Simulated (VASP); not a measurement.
Here is the system:

```
AgSi
1.0
    4.00696     0.00000     0.00000
   -2.00348     3.47012     0.00000
    0.00000     0.00000     2.63786
Ag Si
1 1
Direct
  0.00000   0.00000   0.00000
  0.66667   0.33333   0.50000
```

Calculation: PBEsol GGA, VASP's PBE PAW potentials (set 64) (plane waves; VASP). Run with 480 eV cut-off, 10×10×12 Γ-centred mesh, first-order Methfessel-Paxton smearing of 0.10 eV, potentials Ag Si.

Each row applies one change to this cell, which was relaxed at other settings and keeps the small stress of the first row; at a fixed cut-off the stress holds a Pulay part, so it need not integrate to ΔE exactly. Stress is in GPa, positive when the cell is compressed.

```tsv
change	ΔE (meV/atom)	σxx	σyy	σzz	largest shear component, with its sign (GPa)	largest force (eV/Å)
none	0.0	-0.29	-0.29	0.06	0.00	0.000
atom 1 (Ag) moved by -0.050 Å along y	2.7	-1.31	0.89	0.15	0.00	0.215
isotropic strain of -4.0 %	90.1	13.09	13.09	20.15	0.00	0.000
atom 2 (Si) moved by -0.075 Å along y	5.3	1.48	-1.72	0.26	0.00	0.266
biaxial strain of -1.5 % in the xz plane	6.5	2.77	1.64	5.09	0.00	0.088
biaxial strain of +0.5 % in the xz plane	0.8	-1.22	-0.86	-1.49	0.00	0.023
```

Failed runs are left out, and for metals the shear rows, which the mesh's noise covers.

The structure was generated: SiAg was put into the WC type (P-6m2), which need not be its known phase. The electron count is odd and the run is not spin-polarised, which forces a metal.
